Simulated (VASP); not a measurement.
The system is Cs2AgBiBr6.

```
Cs Ag Bi Br
1.0
     0.00000    5.61610    5.61610
     5.61610    0.00000    5.61610
     5.61610    5.61610    0.00000
Cs Ag Bi Br
2 1 1 6
Direct
  0.25000 0.25000 0.25000
  0.75000 0.75000 0.75000
  0.50000 0.50000 0.50000
  0.00000 0.00000 0.00000
  0.25055 0.74945 0.25055
  0.25055 0.74945 0.74945
  0.74945 0.25055 0.74945
  0.74945 0.25055 0.25055
  0.25055 0.25055 0.74945
  0.74945 0.74945 0.25055
```

| Item | Value |
| --- | --- |
| Program | VASP 6.6.1 |
| Task | relaxation of cell and atoms |
| Functional | PBEsol |
| Potentials or basis | VASP PAW PBE potentials, release 64 (Cs_sv, Ag, Bi_d, Br) |
| Cutoff | 600 eV |
| k mesh | 4 × 4 × 4 |
| Occupations | gaussian, width 0.03 eV |
| Spin | no spin polarisation |

At the start: pressure -0.0 GPa; volume 35.43 Å³/atom.

Question: Where does the relaxation end?

Answer: Over 4 steps the energy falls by 3.6 meV/atom and the volume is 35.00 Å³/atom (-1.2 %); space group Fm-3m (No. 225, to 0.05 Å).

The path:
```tsv
step	energy change (eV)	largest force (eV/Å)	pressure (GPa)	volume (Å³)
1	0.0000	0.3080	-0.01	354.27
2	-0.0216	0.1759	-0.14	354.19
3	-0.0324	0.0026	-0.28	354.09
4	-0.0359	0.0012	0.02	350.03
```

Final structure:
```cif
data_structure
_symmetry_space_group_name_H-M 'P 1'
_symmetry_Int_Tables_number 1
_cell_length_a 7.9106
_cell_length_b 7.9106
_cell_length_c 7.9106
_cell_angle_alpha 60.000
_cell_angle_beta 60.000
_cell_angle_gamma 60.000
_cell_volume 350.03
loop_
_atom_site_label
_atom_site_type_symbol
_atom_site_fract_x
_atom_site_fract_y
_atom_site_fract_z
_atom_site_occupancy
Cs1 Cs 0.25000 0.25000 0.25000 1
Cs2 Cs 0.75000 0.75000 0.75000 1
Ag1 Ag 0.50000 0.50000 0.50000 1
Bi1 Bi 0.00000 0.00000 0.00000 1
Br1 Br 0.25399 0.74601 0.25399 1
Br2 Br 0.25399 0.74601 0.74601 1
Br3 Br 0.74601 0.25399 0.74601 1
Br4 Br 0.74601 0.25399 0.25399 1
Br5 Br 0.25399 0.25399 0.74601 1
Br6 Br 0.74601 0.74601 0.25399 1
```

Caveat: the PAW data sets were made with another functional, which shifts forces and pressure a little.
